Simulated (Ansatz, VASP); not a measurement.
# Cross-check of W2CF2 (W2CF2 MXene monolayer) between VASP and Ansatz

Aim: how closely do two programs agree when they are given the same cell, functional and k mesh? The structure shown is the start of the Ansatz relaxation below; VASP solves that cell, so the two are compared at the walk's first step.

Main program and level: Ansatz 0.2.0; plane waves, with VASP 6.6.1 beside it; single point at LDA.

### Step 1. Set-up

The cell holds 5 atoms: 2 F, 2 W and 1 C. Its edges and angles: a = 3.125 Å, b = 3.125 Å, c = 39.618 Å, α = 90.0°, β = 90.0°, γ = 120.0°. Vacuum lies along c.

### Step 2. Ansatz: relaxation, LDA

Ansatz runs on its default PAW (the set named soft_2) files.

The two programs are compared at the cell with which this relaxation starts, whose forces are those of its first step.

input.yaml reads:

```yaml
crystal:
  lattice:
    - [3.125408, 0.0, 0.0]
    - [-1.562704, 2.7066827252, 0.0]
    - [0.0, 0.0, 39.6175949265]
  atoms:
    - { symbol: F, position: [0.3333333333, 0.6666666667, 0.4455091237] }
    - { symbol: W, position: [0.6666666667, 0.3333333333, 0.4688723475] }
    - { symbol: C, position: [0.0, 0.0, 0.5] }
    - { symbol: W, position: [0.3333333333, 0.6666666667, 0.5311276525] }
    - { symbol: F, position: [0.6666666667, 0.3333333333, 0.5544908763] }
  periodic: [true, true, false]
kpoints:
  mp_grid: { grid: [12, 12, 1] }
hamiltonian:
  xc: lda
scf:
  occupations: { method: fermi_dirac, width: 0.05 }
  convergence: { dr2_threshold: 1.0e-09 }
relax:
  f_tol: 0.004
  max_steps: 90
  cell: {}
output:
  write_potential: true
  write_density: true
  volumetric_format: npy
```

Launch:

```console
$ ansatz run input.yaml --threads 4 --pin off --max-ram 6144MiB --backend cpu --events-out ev --progress --plain --runs-dir out
```

Numbers of over 12 decimals in the logs are rounded to 6 here.

The log of the run:

```text
Warning: relax.cell: scf.convergence.dr2_threshold = 1e-9 eV is looser than the 2.43910143553e-10 eV advised for a relaxation that steers and ends on the stress (1e-10 eV for each atom of the cell: 5, times the square of relax.cell.stress_2d_tol = 0.05 N/m over 14.3 Å (the atoms' height at the walk's start and 5 Å past either face), 3.492e-2 GPa, over a crystal's default 0.05). What an SCF threshold leaves in a stress goes as its square root, and in the free energy as the threshold itself, and one threshold admits the most on a small cell: [figures from the program's tests cut] Set scf.convergence.dr2_threshold to 2.43910143553e-10 eV or tighter. [rest of the remark cut]
Engine: ansatz 0.2.0, aarch64-unknown-linux-gnu
Pseudopotentials: kind: paw
Pseudopotential: F, paw, valence charge 7, recommended cutoff 420 eV (normal), F.paw.azcp
Pseudopotential: W, paw, valence charge 14, recommended cutoff 420 eV (normal), W.paw.azcp
Pseudopotential: C, paw, valence charge 4, recommended cutoff 420 eV (normal), C.paw.azcp
Functional definition: SPW92
  exchange = slater_x
  correlation = pw_c
Crystal: 5 atoms, lattice volume = 335.145 Å³
Basis set: ecut = 420 eV, 6481 PW (Γ)
Bands: 28, of which v1, the nominal top of the filled ones, is band 23 counted from 1 (22 counted from 0)
Symmetry: 12 space group operations
Space group: P-3m1 (ITA 164), of the structure as read, at distance tolerance 6.9e-5 Å
k-points: 19 of 144
Non-local potential: F, projectors of the file, l = 0: 2, l = 1: 2, l = 2: 1
Non-local potential: W, projectors of the file, l = 0: 3, l = 1: 2, l = 2: 2, l = 3: 1
Non-local potential: C, projectors of the file, l = 0: 2, l = 1: 2, l = 2: 1
PAW form: soft (Blöchl's): semilocal exchange-correlation on the pseudo side does not see the compensation charge
PAW frozen core: F, regenerated for the run's functional, and the local potential with it (the file was generated under x = pbe(κ = 0.804, μ = 0.219515), c = pbe(β = 0.066725))
PAW frozen core: W, regenerated for the run's functional, and the local potential with it (the file was generated under x = pbe(κ = 0.804, μ = 0.219515), c = pbe(β = 0.066725))
PAW frozen core: C, regenerated for the run's functional, and the local potential with it (the file was generated under x = pbe(κ = 0.804, μ = 0.219515), c = pbe(β = 0.066725))
PAW one-centre angular grid: F, 110 points (default); XC on 64 Gauss nodes
PAW one-centre angular grid: W, 590 points (default); XC on 64 Gauss nodes
PAW one-centre angular grid: C, 110 points (default); XC on 64 Gauss nodes
Initial density: superposition of atomic densities (neutral atoms: chi_scale 0, normalization atom), corrected by the library's trained network
Initial wavefunctions: pseudopotential atomic-orbital guess
Functional: x = slater, c = lda
SCF iter   1: F=—  HF=-22085.182879 eV  |F-HF|=—  |Δ(HF+E_count)|=         —  Δρ=9.11e-3  dr2=4.29e-1  ethr=1.77e-3  ⟨swp⟩=13.1  Hψ=3990  notcnv=0
preconditioner: auto → LDOS  [metal: Δε(μ)=0.083 eV  Ē_g=8.525 eV  σ=0.050 eV  W_gap=0.35  n_scr=24 (ndim 8)  ℏωp=10.3 eV  f_vac=0.812  D(μ)=5.23/eV (n_scr^D=20)  β→1.0]
SCF iter   2: F=—  HF=-22085.100672 eV  |F-HF|=—  |Δ(HF+E_count)|=   8.22e-2  Δρ=4.35e-3  dr2=6.38e-2  ethr=9.33e-4  ⟨swp⟩=3.8  Hψ=1295  notcnv=0
SCF iter   3: F=—  HF=-22085.098165 eV  |F-HF|=—  |Δ(HF+E_count)|=   2.51e-3  Δρ=2.50e-3  dr2=2.64e-2  ethr=1.39e-4  ⟨swp⟩=3.1  Hψ=1235  notcnv=0
SCF iter   4: F=—  HF=-22085.094455 eV  |F-HF|=—  |Δ(HF+E_count)|=   3.71e-3  Δρ=5.92e-4  dr2=1.41e-3  ethr=5.75e-5  ⟨swp⟩=3.0  Hψ=1134  notcnv=0
SCF iter   5: F=—  HF=-22085.094799 eV  |F-HF|=—  |Δ(HF+E_count)|=   3.44e-4  Δρ=1.53e-4  dr2=1.61e-4  ethr=3.06e-6  ⟨swp⟩=3.9  Hψ=1266  notcnv=0
SCF iter   6: F=—  HF=-22085.094830 eV  |F-HF|=—  |Δ(HF+E_count)|=   3.18e-5  Δρ=4.04e-5  dr2=5.76e-6  ethr=3.50e-7  ⟨swp⟩=3.2  Hψ=1103  notcnv=0
SCF iter   7: F=—  HF=-22085.094844 eV  |F-HF|=—  |Δ(HF+E_count)|=   1.33e-5  Δρ=1.84e-5  dr2=2.10e-6  ethr=1.25e-8  ⟨swp⟩=4.2  Hψ=1330  notcnv=0
SCF iter   8: F=—  HF=-22085.094710 eV  |F-HF|=—  |Δ(HF+E_count)|=   1.34e-4  Δρ=5.79e-6  dr2=1.47e-7  ethr=4.56e-9  ⟨swp⟩=3.2  Hψ=1000  notcnv=0
SCF iter   9: F=—  HF=-22085.094711 eV  |F-HF|=—  |Δ(HF+E_count)|=   7.37e-7  Δρ=2.55e-6  dr2=1.74e-8  ethr=3.20e-10  ⟨swp⟩=3.9  Hψ=1277  notcnv=0
[...]
Basis set: ecut = 420 eV, 7213 PW (Γ)
iter 1 solved again at ethr=2.04e-8 eV; its pass at ethr=3.10e-3 eV (dr2=9.40e-6 eV) is discarded
[...]
preconditioner: auto → LDOS  [metal: Δε(μ)=0.097 eV  Ē_g=8.212 eV  σ=0.050 eV  W_gap=0.44  n_scr=24 (ndim 8)  ℏωp=9.9 eV  f_vac=0.822  D(μ)=1.07/eV (n_scr^D=8)  β→1.0]
SCF iter   2: F=—  HF=-22088.590590 eV  |F-HF|=—  |Δ(HF+E_count)|=   2.74e-7  Δρ=3.72e-5  dr2=6.48e-6  ethr=1.88e-8  ⟨swp⟩=3.4  Hψ=1116  notcnv=0
SCF iter   3: F=—  HF=-22088.590591 eV  |F-HF|=—  |Δ(HF+E_count)|=   1.35e-6  Δρ=8.08e-6  dr2=2.02e-7  ethr=1.41e-8  ⟨swp⟩=2.5  Hψ=869  notcnv=0
SCF iter   4: F=—  HF=-22088.590454 eV  |F-HF|=—  |Δ(HF+E_count)|=   1.37e-4  Δρ=1.75e-6  dr2=8.74e-9  ethr=4.38e-10  ⟨swp⟩=3.8  Hψ=1209  notcnv=0
SCF iter   5: F=-22088.590454 eV  HF=-22088.590454 eV  |F-HF|=2.19e-9  |Δ(HF+E_count)|=   5.02e-9  Δρ=4.09e-7  dr2=3.31e-10  ethr=2.17e-12  ⟨swp⟩=15.3  Hψ=5496  notcnv=0
SCF 11 converged in 5 iterations: F = -22088.590454 eV  dr2 = 3.31e-10
relax step  11: F+E_penalty+E_count = -22088.59045431 eV  Δ(F+E_penalty+E_count) = +1.269e-4 eV  max|allowed force component| = 2.962e-4 eV/Å  Δτ_max = 0.0007 Å  P = +0.002 N/m  Ω = 362.774 Å³  energy of the carried Pulay correction = -1.087e-3 eV  fix = [c, alpha, beta]  reactions: c +0.000 N/m  (5 SCF iters, accepted)
iter 1 solved again at ethr=8.20e-8 eV; its pass at ethr=3.10e-3 eV (dr2=3.77e-5 eV) is discarded
SCF iter   1: F=—  HF=-22088.591323 eV  |F-HF|=—  |Δ(HF+E_count)|=         —  Δρ=2.56e-5  dr2=2.02e-7  ethr=8.20e-8  ⟨swp⟩=7.8  Hψ=7111  notcnv=0
preconditioner: auto → LDOS  [metal: Δε(μ)=0.097 eV  Ē_g=8.212 eV  σ=0.050 eV  W_gap=0.44  n_scr=24 (ndim 8)  ℏωp=9.9 eV  f_vac=0.822  D(μ)=1.06/eV (n_scr^D=8)  β→1.0]
SCF iter   2: F=—  HF=-22088.591499 eV  |F-HF|=—  |Δ(HF+E_count)|=   1.77e-4  Δρ=1.06e-5  dr2=2.17e-7  ethr=4.40e-10  ⟨swp⟩=4.9  Hψ=1702  notcnv=0
SCF iter   3: F=—  HF=-22088.591491 eV  |F-HF|=—  |Δ(HF+E_count)|=   7.85e-6  Δρ=4.63e-6  dr2=4.80e-8  ethr=4.40e-10  ⟨swp⟩=2.9  Hψ=967  notcnv=0
SCF iter   4: F=—  HF=-22088.591498 eV  |F-HF|=—  |Δ(HF+E_count)|=   6.56e-6  Δρ=1.22e-6  dr2=2.94e-9  ethr=1.04e-10  ⟨swp⟩=2.9  Hψ=970  notcnv=0
SCF iter   5: F=-22088.591499 eV  HF=-22088.591499 eV  |F-HF|=8.26e-8  |Δ(HF+E_count)|=   1.15e-6  Δρ=1.70e-7  dr2=7.87e-11  ethr=2.17e-12  ⟨swp⟩=19.6  Hψ=5671  notcnv=0
SCF 12 converged in 5 iterations: F = -22088.591499 eV  dr2 = 7.87e-11
relax step  12: F+E_penalty+E_count = -22088.59149913 eV  Δ(F+E_penalty+E_count) = -1.045e-3 eV  max|allowed force component| = 3.091e-4 eV/Å  Δτ_max = 0.0000 Å  P = +0.009 N/m  Ω = 362.774 Å³  fix = [c, alpha, beta]  reactions: c +0.000 N/m  stress off target by 8.67e-3 N/m on what of the cell is left free  SCF on the basis re-selected at this cell (its energy is not comparable with the rows above)  (5 SCF iters)
basis re-selected at this cell: Δ(F+E_penalty+E_count) = -1.045e-3 eV, ΔP = +0.007 N/m vs the last step (what re-selecting the basis moved, of the pressure what is left beyond the Pulay correction that the steps carried, after the strain that the cell walked since its last selection, with what the two solves' SCF thresholds leave and, on support functions, any second-order correction that the steps lacked; it is no m [...]
WARN: The output density's exchange-correlation potential varies sharply where the density is thin. Do not read a vacuum level from v_tot or v_xc, or from such a field of the output density. On a cell that repeats whose density bears no net charge and no dipole along the vacuum's axis use v_es (v_loc + v_h of the components); under efield.dipole_correction with no amplitude use v_es + v_field, which holds any externa [...]
SCF converged after 5 iterations
Free energy (F): -22088.591499 eV
Harris-Foulkes:  -22088.591499 eV  (|F-HF|=8.26e-8)
Internal energy: -22088.582945 eV  (E = F + TS)
E sigma→0 (E₀):  -22088.587222 eV
Entropy (-TS):   -0.008554 eV (-1.711 meV/atom)
Fermi energy:    -4.291964 eV
--- Per-component energies (eV) ---
  E_band       = -1245.106669
  E_kinetic    = 1410.333466
  E_local      = -173951.458947  (includes V_loc(G=0)·N_el)
  E_nonlocal   = 195.536095
  E_hartree    = 86121.802759
  E_xc         = -734.456659
  E_vxc        = -740.014730  (∫ρ·V_xc dr)
  E_paw        = -17087.025266  (= ΣΔE_a)
  E_vpaw       = -403.112462  (= ΣTr[D̂ρ^β])
  E_aug_tail   = 0.003854  (compensation charges beyond the density's cutoff)
  E_ewald      = 81955.826110
  E_core_change = 0.855642  (= ΣΔE_core)
  E_smearing   = -0.008554  (= −TS)
  E_closure    = 0.000000  (closes the sum)
  Σ components = -22088.591499   (vs F -22088.591499, Δ=0.00e0)
--- Forces (eV/Å), atoms counted from 1 ---
  atom   1  F      0.00000000    -0.00000000    -0.00009800
  atom   2  W     -0.00000000     0.00000000     0.00030907
  atom   3  C      0.00000000     0.00000000     0.00000000
  atom   4  W      0.00000000    -0.00000000    -0.00030907
  atom   5  F     -0.00000000     0.00000000     0.00009800
  max |Σ_I F_I| component: 2.31e-17 eV/Å
--- 2D stress c σ (N/m, compression-positive) ---
        0.008667       0.000000       0.000000
        0.000000       0.008667      -0.000000
        0.000000      -0.000000       0.000000
  P = ½ c Tr σ = 0.0087 N/m
--- Band table (eV; the first three rows and the last of 19) ---
  k-point 0: bands = [... 19 lower, -9.8817, -7.8171, -7.8171, -4.8294, -4.5708, -3.3096, -3.3096, -2.4836, ... 1 higher]
  k-point 1: bands = [... 19 lower, -9.8473, -7.8665, -7.6566, -4.7724, -4.2563, -3.5152, -3.3049, -2.9880, ... 1 higher]
  k-point 2: bands = [... 19 lower, -9.7808, -8.0058, -7.2374, -4.8280, -3.8575, -3.4069, -3.3123, -3.2711, ... 1 higher]
  k-point 18: bands = [... 19 lower, -9.3897, -6.6385, -6.3850, -6.3850, -3.0572, -3.0572, -1.8796, -1.2651, ... 1 higher]
  the weakly bound empty levels are not read free of the cell's end (no_gap_told)
--- Relaxed structure (10 steps of the walk, 10 accepted, 2 SCFs on fresh bases) ---
  F+E_penalty+E_count = -22088.59149913 eV   max|allowed force component| = 3.091e-4 eV/Å   (the final SCF, on the basis selected at the relaxed cell)
  cell:  # Å, volume = 362.7739 Å³
    - [3.251686, 0.0, 0]
    - [-1.625843, 2.816043, 0]
    - [0, 0, 39.6175949265]
  atoms:
    - { symbol: F, position: [0.333333, 0.666667, 0.444095] }
    - { symbol: W, position: [0.666667, 0.333333, 0.476760] }
    - { symbol: C, position: [0, 0, 0.500000] }
    - { symbol: W, position: [0.333333, 0.666667, 0.523240] }
    - { symbol: F, position: [0.666667, 0.333333, 0.555905] }
```

Reading the cycles: dr2 is the Hartree energy of the density residual (eV), the measure of convergence; HF is the Harris–Foulkes estimate of the energy, which meets the free energy F at convergence.

### Step 3. VASP: single point, LDA, start cell

The same cell, functional (in two slightly different forms), mesh and smearing now go to VASP, with its own data sets.

Lines of VASP's logs that name or quote its potential files are left out, and so is its time.

INCAR reads:

```
SYSTEM = W2CF2
PREC = Accurate
ENCUT = 520
EDIFF = 1E-06
NELM = 120
ISMEAR = -1
SIGMA = 0.05
LREAL = .FALSE.
ALGO = Normal
GGA = CA
NBANDS = 21
LASPH = .TRUE.
LORBIT = 11
LWAVE = .FALSE.
LCHARG = .FALSE.
ISIF = 2
LDIPOL = .TRUE.
IDIPOL = 3
DIPOL = 0.5 0.5 0.5
LVHAR = .TRUE.
GGA_COMPAT = .FALSE.
NELMDL = -8
KPAR = 2
```

POSCAR reads:

```
W2CF2
1.0
    3.1254080000      0.0000000000      0.0000000000
   -1.5627040000      2.7066830000      0.0000000000
    0.0000000000      0.0000000000     39.6175950000
F W C
2 2 1
Direct
    0.3333332718      0.6666665435      0.4455091229
    0.6666667282      0.3333334565      0.5544908771
    0.6666667282      0.3333334565      0.4688723533
    0.3333332718      0.6666665435      0.5311276467
    0.0000000000      0.0000000000      0.4999999874
```

KPOINTS reads:

```
Automatic mesh
0
Gamma
12 12 1
0 0 0
```

PAW data sets: F, W and C (LDA family, release 64).

Launch:

```console
$ mpirun -np 2 vasp_std
```

The log of the run:

```text
[banner, memory and clock lines left out]
running    2 mpi-ranks, on    1 nodes
 distrk:  each k-point on    1 cores,    2 groups
 distr:  one band on    1 cores,    1 groups

 POSCAR found type information on POSCAR F W C
 POSCAR found :  3 types and       5 ions
 LDA part: xc-table for (Slater(with rela. corr.)+CA(PZ))
 , standard interpolation
 POSCAR, INCAR and KPOINTS ok, starting setup
 FFT: planning ... GRIDC
 FFT: planning ... GRID_SOFT
 FFT: planning ... GRID
 WAVECAR not read
 entering main loop
       N       E                     dE             d eps       ncg     rms          rms(c)
DAV:   1     0.260995835640E+03    0.26100E+03   -0.11390E+04   894   0.105E+03
DAV:   2    -0.112527661373E+02   -0.27225E+03   -0.26343E+03  1206   0.251E+02
DAV:   3    -0.485410875488E+02   -0.37288E+02   -0.36131E+02  1044   0.108E+02
DAV:   4    -0.497796457672E+02   -0.12386E+01   -0.11618E+01  1095   0.196E+01
DAV:   5    -0.498222697475E+02   -0.42624E-01   -0.40418E-01  1094   0.288E+00
DAV:   6    -0.498240960411E+02   -0.18263E-02   -0.17129E-02  1099   0.462E-01
DAV:   7    -0.498241933749E+02   -0.97334E-04   -0.95294E-04  1092   0.751E-02
DAV:   8    -0.498241982277E+02   -0.48529E-05   -0.48472E-05  1124   0.142E-02    0.450E+01
DAV:   9    -0.439573700135E+02    0.58668E+01   -0.38340E+01   931   0.296E+01    0.189E+01
DAV:  10    -0.437595404675E+02    0.19783E+00   -0.20976E+00   952   0.913E+00    0.872E+00
DAV:  11    -0.436986104340E+02    0.60930E-01   -0.25641E-01   991   0.287E+00    0.766E-01
DAV:  12    -0.436951640656E+02    0.34464E-02   -0.33469E-02   982   0.871E-01    0.251E-01
DAV:  13    -0.436945899517E+02    0.57411E-03   -0.23078E-03  1036   0.266E-01    0.146E-01
DAV:  14    -0.436943533361E+02    0.23662E-03   -0.16028E-03  1010   0.186E-01    0.372E-02
[...]
DAV:  20    -0.436957662625E+02   -0.64316E-04   -0.46028E-06   829   0.571E-03    0.132E-03
DAV:  21    -0.436957971082E+02   -0.30846E-04   -0.33360E-06   730   0.382E-03    0.925E-04
DAV:  22    -0.436958105555E+02   -0.13447E-04   -0.62053E-07   683   0.179E-03    0.120E-03
DAV:  23    -0.436958170860E+02   -0.65305E-05   -0.26652E-07   613   0.101E-03    0.338E-04
DAV:  24    -0.436958215257E+02   -0.44397E-05   -0.14178E-07   597   0.901E-04    0.359E-04
DAV:  25    -0.436958234998E+02   -0.19741E-05   -0.15551E-07   608   0.763E-04    0.123E-04
DAV:  26    -0.436958246414E+02   -0.11416E-05   -0.44574E-08   549   0.486E-04    0.109E-04
DAV:  27    -0.436958249850E+02   -0.34365E-06   -0.15475E-08   539   0.284E-04
   1 F= -.43695825E+02 E0= -.43672172E+02  d E =-.473051E-01
```

(Part 1 of 2 ends here.)

[Lines on the potential files, build, host, timing and source positions are cut from VASP's logs without a mark.]

[Logs are printed without paths, hosts, clocks, repeated set-up lines and the standing remarks that a program may print on its own settings, such as how far it seeks lower states.]

[Hosts, paths, dates, database ids (printed as entryN), source tags and the programs' standing remarks are cut or masked in the printed files.]
